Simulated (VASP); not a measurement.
Input:

```
AlCo
1.0
    2.86694     0.00000     0.00000
    0.00000     2.86694     0.00000
    0.00000     0.00000     2.86694
Al Co
1 1
Direct
  0.50000   0.50000   0.50000
  0.00000   0.00000   0.00000
```

Calculation: revPBE GGA, VASP's PBE PAW potentials (set 64) (plane waves; VASP). Run with 520 eV cut-off, 14×14×14 Γ-centred mesh, tetrahedra with Blöchl corrections, potentials Al Co.

Predict the energy per atom (σ→0), band gap (on the k-mesh) with the smallest direct gap where there is one.

```yaml
band gap (on the k-mesh): none (metal, semimetal or under 0.01 eV)
energy per atom (σ→0): -5.671 eV/atom
```

The compound is CoAl in the CsCl type structure. It was relaxed first. The run is not spin-polarised, so no magnetic state was tried.
